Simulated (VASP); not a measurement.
Calculation: RPBE GGA, VASP's PBE PAW potentials (set 64) (plane waves; VASP 6.6.1).

VASP ran on this input.

INCAR:
```
! general
SYSTEM   =  Ho
PREC     =  Accurate
ENCUT    =  520
LREAL    =  .FALSE.   ! projection in real space or not
LASPH    =  .TRUE.

! electronic loop
EDIFF    =  1E-7   ! SCF stop (eV)
NELM     =  100   ! most electronic steps
ALGO     =  Normal
LMAXMIX  =  6   ! l cut-off of mixed one-centre charges

! smearing
ISMEAR   =  1   ! Methfessel-Paxton
SIGMA    =  0.1   ! width (eV)

! functional
GGA      =  RP

! ions
IBRION   =  2   ! conjugate gradients
NSW      =  30   ! most ionic steps
ISIF     =  4   ! ions and shape, fixed volume
EDIFFG   =  -0.01   ! ionic stop

! output
LWAVE    =  .FALSE.
LCHARG   =  .FALSE.
```

### POSCAR
```
Ho
1
    1.8457788396    -3.1969827881     0.0000000000
    1.8457788396     3.1969827881     0.0000000000
    0.0000000000     0.0000000000     5.7066731203
Ho
2
Direct
  0.3333330000   0.6666670000   0.2500000000
  0.6666670000   0.3333330000   0.7500000000
```

File KPOINTS:
```
Automatic mesh
0
Gamma
12 12 7
0 0 0
```

POTCAR, in this order: Ho_3 (PBE.64 set). Program: vasp_std.

Output of the run:

OUTCAR:
```
 ion  position               nearest neighbor table
   1  0.333  0.667  0.250-   2 3.56   2 3.56   2 3.56   2 3.56   2 3.56   2 3.56
   2  0.667  0.333  0.750-   1 3.56   1 3.56   1 3.56   1 3.56   1 3.56   1 3.56
  LATTYP: Found a hexagonal cell.
 ALAT       =     3.6915577298
 C/A-ratio  =     1.5458712928
 Subroutine PRICEL returns:
 Original cell was already a primitive cell.
 Subroutine GETGRP returns: Found 24 space group operations
The static configuration has the point symmetry D_3d.
 The point group associated with its full space group is D_6h.
The dynamic configuration has the point symmetry D_3d.
 Subroutine INISYM returns: Found 24 space group operations
 Subroutine IBZKPT returns following result:
 Found     76 irreducible k-points:

 Following reciprocal coordinates:
            Coordinates               Weight
  0.000000  0.000000  0.000000      1.000000
  0.083333 -0.000000  0.000000      6.000000
  0.166667  0.000000  0.000000      6.000000
  0.250000  0.000000  0.000000      6.000000
  0.333333 -0.000000  0.000000      6.000000
  0.416667 -0.000000  0.000000      6.000000
  0.500000  0.000000  0.000000      3.000000
...
```

### OSZICAR
```
       N       E                     dE             d eps       ncg     rms          rms(c)
DAV:   1     0.810108161926E+02    0.81011E+02   -0.84430E+03  2248   0.128E+03
DAV:   2    -0.354254213076E+01   -0.84553E+02   -0.83049E+02  2882   0.527E+02
DAV:   3    -0.813772724316E+01   -0.45952E+01   -0.44097E+01  3290   0.899E+01
DAV:   4    -0.834278383130E+01   -0.20506E+00   -0.19747E+00  3444   0.132E+01
DAV:   5    -0.834792062474E+01   -0.51368E-02   -0.51269E-02  3339   0.226E+00    0.232E+01
DAV:   6    -0.834767400570E+01    0.24662E-03   -0.31738E-02  3284   0.230E+00    0.139E+01
DAV:   7    -0.835778540873E+01   -0.10111E-01   -0.59825E-02  3216   0.324E+00    0.309E-01
DAV:   8    -0.835762349306E+01    0.16192E-03   -0.35190E-03  2951   0.630E-01    0.586E-02
DAV:   9    -0.835765788324E+01   -0.34390E-04   -0.23119E-04  3339   0.177E-01    0.358E-02
DAV:  10    -0.835765083276E+01    0.70505E-05   -0.40116E-05  3334   0.648E-02    0.583E-02
DAV:  11    -0.835765206260E+01   -0.12298E-05   -0.50373E-06  3193   0.215E-02    0.365E-03
DAV:  12    -0.835765231407E+01   -0.25146E-06   -0.30408E-07  2297   0.648E-03    0.549E-04
DAV:  13    -0.835765234438E+01   -0.30313E-07   -0.37499E-08  1743   0.421E-03
   1 F= -.83576523E+01 E0= -.83569156E+01  d E =-.835765E+01
       N       E                     dE             d eps       ncg     rms          rms(c)
DAV:   1    -0.835815241953E+01   -0.50011E-03   -0.18470E-02  2932   0.122E+00    0.976E-02
DAV:   2    -0.835793211107E+01    0.22031E-03   -0.50670E-04  3158   0.298E-01    0.526E-02
DAV:   3    -0.835782230619E+01    0.10980E-03   -0.12746E-04  3483   0.110E-01    0.299E-02
DAV:   4    -0.835782186737E+01    0.43882E-06   -0.21929E-05  3118   0.388E-02    0.134E-02
DAV:   5    -0.835782190458E+01   -0.37212E-07   -0.10566E-06  3142   0.113E-02    0.284E-03
DAV:   6    -0.835782183526E+01    0.69323E-07   -0.59169E-08  1664   0.304E-03
   2 F= -.83578218E+01 E0= -.83571171E+01  d E =-.169491E-03
       N       E                     dE             d eps       ncg     rms          rms(c)
DAV:   1    -0.835799072450E+01   -0.16882E-03   -0.75877E-03  2915   0.784E-01    0.623E-02
DAV:   2    -0.835789999511E+01    0.90729E-04   -0.20309E-04  3111   0.185E-01    0.337E-02
DAV:   3    -0.835785482660E+01    0.45169E-04   -0.52929E-05  3491   0.709E-02    0.193E-02
DAV:   4    -0.835785467531E+01    0.15129E-06   -0.89875E-06  3107   0.248E-02    0.845E-03
DAV:   5    -0.835785466356E+01    0.11749E-07   -0.39521E-07  2577   0.723E-03
   3 F= -.83578547E+01 E0= -.83571700E+01  d E =-.202319E-03
```

OUTCAR:
```
------------------------ aborting loop because EDIFF is reached ----------------------------------------
  FORCE on cell =-STRESS in cart. coord.  units (eV):
  Direction    XX          YY          ZZ          XY          YZ          ZX
  --------------------------------------------------------------------------------------
  Total       -0.4070021     -0.4070021     -0.4028094      0.0000000      0.0000000      0.0000000
  in kB       -9.6822042     -9.6822046     -9.5824641      0.0000000      0.0000000      0.0000000
  external PRESSURE =      -9.6489576 kB  Pullay stress =       0.0000000 kB
  volume of cell :       67.35
      direct lattice vectors                 reciprocal lattice vectors
     1.842798582 -3.191820829  0.000000000     0.271326451 -0.156650397 -0.000000000
     1.842798582  3.191820829 -0.000000000     0.271326451  0.156650397  0.000000000
     0.000000000 -0.000000000  5.725146230     0.000000000  0.000000000  0.174668028
 POSITION                                       TOTAL-FORCE (eV/Angst)
 -----------------------------------------------------------------------------------
      1.84280      1.06394      1.43129        -0.000000     -0.000000      0.000000
      1.84280     -1.06394      4.29386         0.000000      0.000000      0.000000
 -----------------------------------------------------------------------------------
    total drift:                               -0.000004      0.000096     -0.000011
  FREE ENERGIE OF THE ION-ELECTRON SYSTEM (eV)
  ---------------------------------------------------
  free  energy   TOTEN  =        -8.3578546636 eV

  energy  without entropy=       -8.3558005623  energy(sigma->0) =       -8.35716996

 reached required accuracy - stopping structural energy minimisation
```
(Selected blocks of OUTCAR.)

**CONTCAR**
```
Ho
   1.00000000000000
     1.8427985823534614   -3.1918208289855170    0.0000000000000000
     1.8427985823534614    3.1918208289855170   -0.0000000000000000
     0.0000000000000000   -0.0000000000000000    5.7251462296261204
  Ho
     2
Direct
     0.3333330000000032    0.6666669999999968    0.2500000000000000
     0.6666669999999968    0.3333330000000032    0.7500000000000000
```

The 4f electrons are frozen in the core of the lanthanide potential, so 4f levels, which can set the real gap, and their magnetism are missing.

The compound is Ho in the hcp structure. This cell is one point of a volume scan, at 1.03 of the reference volume. Symmetry was kept, so distortions that lower it aren't found.
